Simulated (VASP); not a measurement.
Consider the following.

```
CELL_PARAMETERS angstrom
      0.00000     3.38745     3.38745
      3.38745     0.00000     3.38745
      3.38745     3.38745     0.00000
ATOMIC_POSITIONS crystal
  Y  0.00000 0.00000 0.00000
  Te 0.25000 0.25000 0.25000
```

Method: PBEsol GGA, VASP's PBE PAW potentials (set 64) (plane waves; VASP). Run with 400 eV cut-off, Gaussian smearing of 0.050 eV, potentials Y_sv Te.

Unless said otherwise, spin-orbit coupling is left out, though it shifts the bands of the heavy elements here.

### Question
What does the run give for the band gap (along the path) with the smallest direct gap where there is one?

### Answer

- band gap (along the path) = none (metal, semimetal or under 0.01 eV)

The structure was generated: YTe was put into the zinc blende type (F-43m), which need not be its known phase. It was relaxed first, which changed the volume by -28 %. The electron count is odd and the run is not spin-polarised, which forces a metal.
